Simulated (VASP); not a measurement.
```cif
data_Si8
_chemical_formula_sum 'Si8'
_space_group_name_H-M_alt 'Fd-3m :1'
_space_group_IT_number 227
_space_group_name_Hall 'F 4d 2 3 -1d'
_cell_length_a 5.42020
_cell_length_b 5.42020
_cell_length_c 5.42020
_cell_angle_alpha 90.000
_cell_angle_beta 90.000
_cell_angle_gamma 90.000
loop_
_atom_site_label
_atom_site_type_symbol
_atom_site_symmetry_multiplicity
_atom_site_Wyckoff_symbol
_atom_site_fract_x
_atom_site_fract_y
_atom_site_fract_z
_atom_site_occupancy
Si1 Si 8 b 0.50000 0.50000 0.50000 1
```
(The calculation used a cell of 2 atoms; values per cell refer to that cell.)

Calculation: PBE GGA with D3 dispersion (Becke-Johnson damping), VASP's PBE PAW potentials (set 64) (plane waves; VASP). Settings: 520 eV cut-off, 8×8×8 Γ-centred mesh, Gaussian smearing of 0.050 eV, potentials Si.

Problem. Give the energy at these volumes per atom, relative to the lowest: 18.71, 19.30, 19.90, 20.50, 21.10 Å³.

Solution. 23.3, 5.5, 0.0, 4.8, 18.2 meV/atom. A third-order Birch-Murnaghan fit gives B0 = 91.6 GPa and B0′ = 4.9.

Measured: bulk modulus 101 GPa at 0 K (computed value off by -9.1 %), as given by Jianwei Sun et al., Physical Review B (2011), doi:10.1103/physrevb.84.035117 [0 K value with zero-point phonon effects removed]; a 5.421 Å at 0 K (computed value off by -0.0 %), as given by Daniel Mejia-Rodriguez et al., Physical Review B (2018), arXiv:1807.09216 [static lattice: zero-point anharmonic expansion removed].

The compound is Si in the diamond structure. It was relaxed first.
